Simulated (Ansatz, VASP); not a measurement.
**Cross-check of InGa2 between VASP and Ansatz**

Aim: how closely do two programs agree when they are given the same cell, functional and k mesh? The cell is generated by rule, not measured, and may not be a known phase. The cell is taken from a series of runs on this material, whose earlier steps may have relaxed, scaled, displaced or heated it; both programs get it as it stands.

Calculated with Ansatz 0.2.0; plane waves, with VASP 6.6.1 beside it; zone-centre phonons at PBEsol.

The structure was built from a prototype and need not be the compound's stable phase.

**1. The structure**

Symmetry: P6/mmm, No. 191, hexagonal system. Conventional cell: a = 4.723 Å, b = 4.723 Å, c = 3.216 Å, α = 90.00°, β = 90.00°, γ = 120.00°. In has 12 Ga at 3.17 Å and 2 In at 3.22 Å nearest. Nearest to Ga lie 3 Ga at 2.73 Å and 6 In at 3.17 Å. Farther neighbours are not listed.

**2. Ansatz: zone-centre phonons, PBEsol**

Ansatz runs on its default PAW (the set named soft_2) files.

Second derivatives magnify differences that forces hide, and they need a tight electronic threshold.

File input.yaml:

```yaml
crystal:
  lattice:
    - [4.7225845166, 0.0, 0.0]
    - [-2.3612922583, 4.0898781629, 0.0]
    - [0.0, 0.0, 3.2159696864]
  atoms:
    - { symbol: In, position: [0.0, 0.0, 0.0] }
    - { symbol: Ga, position: [0.3333333333, 0.6666666667, 0.5] }
    - { symbol: Ga, position: [0.6666666667, 0.3333333333, 0.5] }
kpoints:
  mp_grid: { grid: [12, 12, 12] }
hamiltonian:
  xc: pbesol
scf:
  occupations: { method: methfessel_paxton, width: 0.2 }
output:
  eigenvalues: true
phonons:
  method: dfpt
```

Run with:

```bash
ansatz run input.yaml --threads 8 --pin off --max-ram 14336MiB --backend cpu --events-out ev --progress --plain --runs-dir out
```

Numbers of over 12 decimals in the logs are rounded to 6 here.

Output:

```text
zone centre: on kpoints.mp_grid the ground state, and the responses unless they are solved on pairs of k-points, stand on 301 of the mesh's 1728 k-points, reduced under 4 symmetry operations, with k and −k counted as one. Each operation leaves every solved displacement unchanged or reverses it
Engine: ansatz 0.2.0, x86_64-unknown-linux-gnu
Pseudopotentials: kind: paw
Pseudopotential: In, paw, valence charge 13, recommended cutoff 420 eV (normal), In.paw.azcp
Pseudopotential: Ga, paw, valence charge 13, recommended cutoff 420 eV (normal), Ga.paw.azcp
Functional definition: PBEsol
  exchange = pbesol_x
  correlation = pbesol_c
Crystal: 3 atoms, lattice volume = 62.116 Å³
Basis set: ecut = 420 eV, 1217 PW (Γ), exchange–correlation on 64×64×48 points (8 copies of the dense FFT grid, shifted against one another)
Bands: 24, of which v1, the nominal top of the filled ones, is band 20 counted from 1 (19 counted from 0)
Symmetry: 24 space group operations
k-points: 301 of 1728 (irreducible under 4 space group operations, time reversal used)
Non-local potential: In, projectors of the file, l = 0: 2, l = 1: 2, l = 2: 2, l = 3: 2
Non-local potential: Ga, projectors of the file, l = 0: 2, l = 1: 2, l = 2: 3, l = 3: 1
PAW form: soft (Blöchl's): semilocal exchange-correlation on the pseudo side does not see the compensation charge
PAW frozen core: In, regenerated for the run's functional, and the local potential with it (the file was generated under x = pbe(κ = 0.804, μ = 0.219515), c = pbe(β = 0.066725))
PAW frozen core: Ga, regenerated for the run's functional, and the local potential with it (the file was generated under x = pbe(κ = 0.804, μ = 0.219515), c = pbe(β = 0.066725))
PAW one-centre angular grid: In, 590 points (default); XC on 64 Gauss nodes
PAW one-centre angular grid: Ga, 590 points (default); XC on 64 Gauss nodes
Initial density: superposition of atomic densities (neutral atoms: chi_scale 0, normalization atom), corrected by the library's trained network
Initial wavefunctions: pseudopotential atomic-orbital guess
Functional: x = pbesol(κ = 0.804, μ = 0.123457), c = pbesol(β = 0.046)
SCF iter   1: F=—  HF=-13011.651307 eV  |F-HF|=—  |Δ(HF+E_count)|=         —  Δρ=2.42e-3  dr2=3.71e-3  ethr=1.77e-3  ⟨swp⟩=5.2  Hψ=28303  notcnv=0
preconditioner: auto → Kerker (q_TF=auto, 2.525 Å⁻¹)  [metal: Δε(μ)=0.024 eV  Ē_g=15.566 eV  σ=0.200 eV  W_gap=0.10  n_scr=20 (ndim 8)  ℏωp=29.4 eV  f_vac=0.000  D(μ)=1.03/eV (n_scr^D=6)]
SCF iter   2: F=—  HF=-13011.647993 eV  |F-HF|=—  |Δ(HF+E_count)|=   3.31e-3  S|Δr|=    0.00e0  Δρ=1.27e-3  dr2=1.31e-3  ethr=9.51e-6  ⟨swp⟩=2.6  Hψ=15718  notcnv=0
SCF iter   3: F=—  HF=-13011.647615 eV  |F-HF|=—  |Δ(HF+E_count)|=   3.78e-4  S|Δr|=    0.00e0  Δρ=5.28e-4  dr2=3.29e-4  ethr=3.36e-6  ⟨swp⟩=2.3  Hψ=10267  notcnv=0
SCF iter   4: F=—  HF=-13011.647536 eV  |F-HF|=—  |Δ(HF+E_count)|=   7.90e-5  S|Δr|=    0.00e0  Δρ=2.35e-4  dr2=6.56e-5  ethr=8.45e-7  ⟨swp⟩=2.6  Hψ=13138  notcnv=0
SCF iter   5: F=—  HF=-13011.647519 eV  |F-HF|=—  |Δ(HF+E_count)|=   1.71e-5  S|Δr|=    0.00e0  Δρ=7.73e-5  dr2=3.06e-6  ethr=1.68e-7  ⟨swp⟩=2.0  Hψ=12987  notcnv=0
SCF iter   6: F=—  HF=-13011.647519 eV  |F-HF|=—  |Δ(HF+E_count)|=   2.31e-7  S|Δr|=    0.00e0  Δρ=4.76e-5  dr2=9.46e-7  ethr=7.84e-9  ⟨swp⟩=2.0  Hψ=13057  notcnv=0
SCF iter   7: F=—  HF=-13011.647519 eV  |F-HF|=—  |Δ(HF+E_count)|=   4.79e-7  S|Δr|=    0.00e0  Δρ=5.84e-6  dr2=2.80e-8  ethr=2.43e-9  ⟨swp⟩=2.0  Hψ=12465  notcnv=0
SCF iter   8: F=—  HF=-13011.647519 eV  |F-HF|=—  |Δ(HF+E_count)|=   1.21e-8  S|Δr|=    0.00e0  Δρ=3.19e-6  dr2=3.61e-9  ethr=7.19e-11  ⟨swp⟩=2.0  Hψ=13038  notcnv=0
SCF iter   9: F=—  HF=-13011.647519 eV  |F-HF|=—  |Δ(HF+E_count)|=   1.25e-9  S|Δr|=    0.00e0  Δρ=1.07e-6  dr2=4.11e-10  ethr=9.26e-12  ⟨swp⟩=2.4  Hψ=10867  notcnv=0
SCF iter  10: F=-13011.647519 eV  HF=-13011.647519 eV  |F-HF|=1.82e-12  |Δ(HF+E_count)|=  2.15e-10  S|Δr|=    0.00e0  Δρ=8.21e-8  dr2=3.45e-12  ethr=1.00e-12  ⟨swp⟩=5.5  Hψ=40554  notcnv=0
SCF 1 converged in 10 iterations: F = -13011.647519 eV  dr2 = 3.45e-12
  greatest PAW one-centre occupation: 0.994 electrons in one spin orbital (limit 2), on the Ga atom at site 2 (counted from 0), in its partial waves of l = 2
DFPT response loops at Γ: preconditioner auto → Kerker (q_TF=auto, 2.525 Å⁻¹) (partly filled bands, converged f_vac=0.000); β = 1.00, the filter's whole step (`scf.mixing.beta` (0.50) is not read by the response loops under this deck's `scf.mixing.preconditioner`; to damp them name `kerker` or `kerker_dos`, under which they read `scf.mixing.beta`, and type it under 1.00, their step now; both keys bind the ground state too); Broyden in place of MSR1
SCF converged after 10 iterations
Stability not checked: this state was not tested for a lower state beside it, because cold or Methfessel-Paxton smearing, or corrected tetrahedra, fill the levels in a way that the test cannot read (fill_not_monotonic; see scf.lower_state_search)
Free energy (F): -13011.647519 eV
Harris-Foulkes:  -13011.647519 eV  (|F-HF|=1.82e-12)
Internal energy: -13011.648111 eV  (E = F + TS)
E sigma→0 (E₀):  -13011.647667 eV
Entropy (-TS):   0.000593 eV (0.198 meV/atom)
Fermi energy:    10.174176 eV
--- Per-component energies (eV) ---
  E_band       = -83.523984
  E_kinetic    = 472.238786
  E_local      = -4660.172544  (includes V_loc(G=0)·N_el)
  E_nonlocal   = 1213.741957
  E_hartree    = 2108.642642
  E_xc         = -352.461306
  E_vxc        = -217.948419  (∫ρ·V_xc dr)
  E_paw        = -7973.124029  (= ΣΔE_a)
  E_vpaw       = -1108.668965  (= ΣTr[D̂ρ^β])
  E_aug_tail   = -0.000165  (compensation charges beyond the density's cutoff)
  E_ewald      = -3822.475311
  E_core_change = 1.961858  (= ΣΔE_core)
  E_smearing   = 0.000593  (= −TS)
  E_closure    = -0.000000  (closes the sum)
  Σ components = -13011.647519   (vs F -13011.647519, Δ=0.00e0)
--- Band table (eV; the first three rows and the last of 301) ---
  k-point 0: bands = [... 16 lower, 7.9280, 8.6183, 9.2434, 9.2434, 9.4816, 9.4816, 13.5377, 17.1834]
  k-point 1: bands = [... 16 lower, 8.0194, 8.6415, 9.3228, 9.3228, 9.6044, 9.6044, 12.4891, 18.4642]
  k-point 2: bands = [... 16 lower, 8.2943, 8.5727, 9.5544, 9.5544, 9.9688, 9.9688, 10.9415, 17.7347]
  k-point 300: bands = [... 16 lower, 6.0438, 6.1769, 7.2817, 8.2499, 8.7592, 13.1970, 14.1267, 14.9323]
--- Phonons (Γ-DFPT): 4 representative perturbations + reference, on 301 of 1728 k-points (Σ response iterations 13) ---
  k mesh reduced under 4 symmetry operations, with k and −k counted as one. Each operation leaves every solved displacement unchanged or reverses it
  ASR residual: 6.301e-5 → 0.000e0 eV/Å²; symmetrization residual: 4.754e-6 eV/Å²
  ASR residual per site (eV/Å²): 6.30e-5 1.28e-5 1.28e-5
  Γ frequencies (cm⁻¹): 0.00 0.00 0.00 18.77 66.62 102.55 102.55 148.00 148.00
  non-analytic LO–TO correction: not included (Born effective charges unavailable; polar crystals: no LO–TO splitting at Γ)
```

The column dr2 measures how far the density is from self-consistency, as an energy; F and HF (Harris–Foulkes) agree once it is small.

[end of part 1 of 2]

[Lines on the potential files, build, host, timing and source positions are cut from VASP's logs without a mark.]

[Logs are printed without paths, hosts, clocks, repeated set-up lines and the standing remarks that a program may print on its own settings, such as how far it seeks lower states.]

[Hosts, paths, dates, database ids (printed as entryN), source tags and the programs' standing remarks are cut or masked in the printed files.]
